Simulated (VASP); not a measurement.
Calculation: PBEsol GGA, VASP's PBE PAW potentials (set 64) (plane waves; VASP 6.6.1).

VASP ran on this input.

File POSCAR:
```
Al2Cu
1
   -3.0115414200     3.0115414200     2.3874385447
    3.0115414200    -3.0115414200     2.3874385447
    3.0115414200     3.0115414200    -2.3874385447
Al Cu
4 2
Direct
  0.6581036239   0.1581036239   0.8162072476
  0.1581036239   0.3418963761   0.5000000000
  0.8418963761   0.6581036239   0.5000000000
  0.3418963761   0.8418963761   0.1837927524
  0.7500000000   0.7500000000   0.0000000000
  0.2500000000   0.2500000000   0.0000000000
```

**KPOINTS**
```
K-points
0
gamma
 9 9 9
0 0 0
```

**INCAR**
```
SYSTEM = Al2Cu
PREC = Accurate
ENCUT = 400
EDIFF = 1E-7
NELM = 100
ALGO = Normal
LREAL = .FALSE.
LASPH = .TRUE.
ISMEAR = -5
GGA = PS
LMAXMIX = 4
LWAVE = .FALSE.
LCHARG = .TRUE.
LORBIT = 11
NEDOS = 601
ISIF = 2
LEFG = .TRUE.
```

POTCAR, in this order: Al Cu (PBE.64 set). Program: vasp_std.

The run wrote:

**OSZICAR**
```
       N       E                     dE             d eps       ncg     rms          rms(c)
DAV:   1     0.170624122584E+03    0.17062E+03   -0.11847E+04  3150   0.148E+03
DAV:   2    -0.206456402861E+02   -0.19127E+03   -0.18515E+03  3150   0.313E+02
DAV:   3    -0.310571171969E+02   -0.10411E+02   -0.10017E+02  4431   0.949E+01
DAV:   4    -0.313283168521E+02   -0.27120E+00   -0.26983E+00  4912   0.136E+01
DAV:   5    -0.313317153189E+02   -0.33985E-02   -0.34031E-02  4510   0.152E+00    0.228E+01
DAV:   6    -0.371022072123E+02   -0.57705E+01   -0.18369E+02  3982   0.359E+02    0.190E+01
DAV:   7    -0.266519187949E+02    0.10450E+02   -0.41102E+01  3904   0.132E+02    0.499E+00
DAV:   8    -0.260367152580E+02    0.61520E+00   -0.40319E+00  4962   0.440E+01    0.104E+00
DAV:   9    -0.260101468026E+02    0.26568E-01   -0.28861E-01  5057   0.620E+00    0.631E-01
DAV:  10    -0.260165062472E+02   -0.63594E-02   -0.17847E-02  5070   0.283E+00    0.784E-01
DAV:  11    -0.260065856778E+02    0.99206E-02   -0.59774E-02  4962   0.656E+00    0.109E-01
DAV:  12    -0.260067915843E+02   -0.20591E-03   -0.27969E-03  3668   0.431E-01    0.701E-02
DAV:  13    -0.260067566350E+02    0.34949E-04   -0.91668E-05  5060   0.144E-01    0.493E-02
DAV:  14    -0.260066798831E+02    0.76752E-04   -0.13921E-04  4986   0.312E-01    0.103E-02
DAV:  15    -0.260066694712E+02    0.10412E-04   -0.18923E-05  5040   0.708E-02    0.630E-03
DAV:  16    -0.260066696592E+02   -0.18796E-06   -0.15611E-07  2542   0.413E-03    0.596E-03
DAV:  17    -0.260066686383E+02    0.10209E-05   -0.12283E-07  2105   0.809E-03    0.620E-03
DAV:  18    -0.260066722009E+02   -0.35626E-05   -0.37051E-06  5042   0.502E-02    0.186E-03
DAV:  19    -0.260066708115E+02    0.13895E-05   -0.23332E-07  2224   0.137E-02    0.214E-03
DAV:  20    -0.260066722847E+02   -0.14733E-05   -0.23708E-07  2248   0.133E-02    0.824E-04
DAV:  21    -0.260066720368E+02    0.24787E-06   -0.40455E-08  1920   0.392E-03    0.360E-04
DAV:  22    -0.260066723395E+02   -0.30263E-06   -0.32570E-08  1850   0.357E-03    0.173E-04
DAV:  23    -0.260066721529E+02    0.18658E-06   -0.10081E-08  1830   0.233E-03    0.490E-05
DAV:  24    -0.260066721636E+02   -0.10717E-07   -0.44135E-09  1805   0.809E-04
   1 F= -.26006672E+02 E0= -.26006672E+02  d E =0.000000E+00
```

OUTCAR:
```
------------------------ aborting loop because EDIFF is reached ----------------------------------------
  FORCE on cell =-STRESS in cart. coord.  units (eV):
  Direction    XX          YY          ZZ          XY          YZ          ZX
  --------------------------------------------------------------------------------------
  Total       -0.1397016     -0.1397016      0.2617093      0.0000000      0.0000000      0.0000000
  in kB       -2.5842957     -2.5842957      4.8412763      0.0000000      0.0000000      0.0000000
  external PRESSURE =      -0.1091051 kB  Pullay stress =       0.0000000 kB
  volume of cell :       86.61
      direct lattice vectors                 reciprocal lattice vectors
    -3.011541420  3.011541420  2.387438545     0.000000000  0.166027934  0.209429475
     3.011541420 -3.011541420  2.387438545     0.166027934  0.000000000  0.209429475
     3.011541420  3.011541420 -2.387438545     0.166027934  0.166027934  0.000000000
 POSITION                                       TOTAL-FORCE (eV/Angst)
 -----------------------------------------------------------------------------------
      0.95227      3.96381      0.00000         0.033665      0.033665     -0.000000
      2.05927      0.95227      0.00000        -0.033665      0.033665     -0.000000
      0.95227      2.05927      2.38744         0.033665     -0.033665     -0.000000
      2.05927     -0.95227      2.38744        -0.033665     -0.033665      0.000000
      0.00000      0.00000      3.58116         0.000000      0.000000     -0.000000
      0.00000      0.00000      1.19372         0.000000      0.000000     -0.000000
 -----------------------------------------------------------------------------------
    total drift:                               -0.000000     -0.000000     -0.000000
  FREE ENERGIE OF THE ION-ELECTRON SYSTEM (eV)
  ---------------------------------------------------
  free  energy   TOTEN  =       -26.0066721636 eV

  energy  without entropy=      -26.0066721636  energy(sigma->0) =      -26.00667216

 total charge

# of ion       s       p       d       tot
------------------------------------------
    1        0.417   0.350   0.000   0.767
    2        0.417   0.350   0.000   0.767
    3        0.417   0.350   0.000   0.767
    4        0.417   0.350   0.000   0.767
    5        0.511   0.555   9.118  10.184
    6        0.511   0.555   9.118  10.184
--------------------------------------------------
tot          2.688   2.509  18.236  23.433

 Electric field gradients after diagonalization (V/A^2)
 (convention: |V_zz| > |V_xx| > |V_yy|)
----------------------------------------------------------------------
 ion       V_xx      V_yy      V_zz     asymmetry (V_yy - V_xx)/ V_zz
----------------------------------------------------------------------
   1       5.520     2.531    -8.051       0.371
   2       5.520     2.532    -8.051       0.371
   3       5.520     2.532    -8.051       0.371
   4       5.520     2.531    -8.051       0.371
   5      17.033    17.011   -34.044       0.001
   6      17.033    17.011   -34.044       0.001
```
(Selected blocks of OUTCAR.)

For a metal the tetrahedron method with Blöchl corrections gives inexact stress and forces.

The compound is Al2Cu in the sg140 structure. It was relaxed first.
